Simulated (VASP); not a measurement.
Computed with PBE GGA, VASP's PBE PAW potentials (set 64) (plane waves; VASP).

The input files of a VASP run:

### POSCAR
```
GaN
1
    0.0000000000     2.2600000000     2.2600000000
    2.2600000000     0.0000000000     2.2600000000
    2.2600000000     2.2600000000     0.0000000000
Ga N
1 1
Direct
  0.0000000000   0.0000000000   0.0000000000
  0.2500000000   0.2500000000   0.2500000000
```

**INCAR**
```
LASPH=.TRUE.
PREC=Accurate
ISIF=2   ! forces and stress, cell fixed
LCHARG=.FALSE.
EDIFF=1E-6
GGA=PE
SIGMA=0.05
ENCUT=520   ! plane-wave cut-off (eV)
ISMEAR=0
LMAXMIX=4
ALGO=Normal
SYSTEM=GaN
LWAVE=.FALSE.
LREAL=.FALSE.   ! projection in real space or not
NELM=100   ! most electronic steps
```

### KPOINTS
```
Automatic mesh
0
Gamma
8 8 8
0 0 0
```

POTCAR, in this order: Ga_d N (PBE.64 set). Program: vasp_std.

What VASP printed:

OSZICAR:
```
       N       E                     dE             d eps       ncg     rms          rms(c)
DAV:   1     0.883023724983E+02    0.88302E+02   -0.98565E+03   810   0.245E+03
DAV:   2    -0.677499730318E+01   -0.95077E+02   -0.88935E+02   854   0.365E+02
DAV:   3    -0.140169787020E+02   -0.72420E+01   -0.71967E+01   879   0.895E+01
DAV:   4    -0.141336572262E+02   -0.11668E+00   -0.11663E+00   907   0.125E+01
DAV:   5    -0.141353112763E+02   -0.16541E-02   -0.16540E-02   849   0.130E+00    0.769E+00
DAV:   6    -0.121458943469E+02    0.19894E+01   -0.60430E+00  1166   0.485E+01    0.267E+00
DAV:   7    -0.121569296996E+02   -0.11035E-01   -0.35116E-01   759   0.807E+00    0.177E+00
DAV:   8    -0.121531871901E+02    0.37425E-02   -0.70968E-02   847   0.440E+00    0.810E-01
DAV:   9    -0.121478713361E+02    0.53159E-02   -0.22129E-02  1148   0.374E+00    0.193E-01
DAV:  10    -0.121482171861E+02   -0.34585E-03   -0.19479E-03   886   0.733E-01    0.827E-02
DAV:  11    -0.121481244097E+02    0.92776E-04   -0.38453E-04  1131   0.366E-01    0.134E-02
DAV:  12    -0.121481305325E+02   -0.61228E-05   -0.33774E-05   809   0.788E-02    0.936E-03
DAV:  13    -0.121481303066E+02    0.22593E-06   -0.17592E-06   763   0.129E-02
   1 F= -.12148130E+02 E0= -.12148130E+02  d E =-.300207E-11
```

**OUTCAR**
```
------------------------ aborting loop because EDIFF is reached ----------------------------------------
  FORCE on cell =-STRESS in cart. coord.  units (eV):
  Direction    XX          YY          ZZ          XY          YZ          ZX
  --------------------------------------------------------------------------------------
  Total        0.4930593      0.4930593      0.4930593      0.0000000      0.0000000     -0.0000000
  in kB       34.2179857     34.2179857     34.2179857      0.0000000      0.0000000     -0.0000000
  external PRESSURE =      34.2179857 kB  Pullay stress =       0.0000000 kB
  volume of cell :       23.09
      direct lattice vectors                 reciprocal lattice vectors
     0.000000000  2.260000000  2.260000000    -0.221238938  0.221238938  0.221238938
     2.260000000  0.000000000  2.260000000     0.221238938 -0.221238938  0.221238938
     2.260000000  2.260000000  0.000000000     0.221238938  0.221238938 -0.221238938
  FREE ENERGIE OF THE ION-ELECTRON SYSTEM (eV)
  ---------------------------------------------------
  free  energy   TOTEN  =       -12.1481303066 eV

  energy  without entropy=      -12.1481303066  energy(sigma->0) =      -12.14813031
```
(Selected blocks of OUTCAR.)

The compound is GaN in the zinc blende structure, a metastable form; wurtzite is the usual one. The cell was not relaxed at this level.
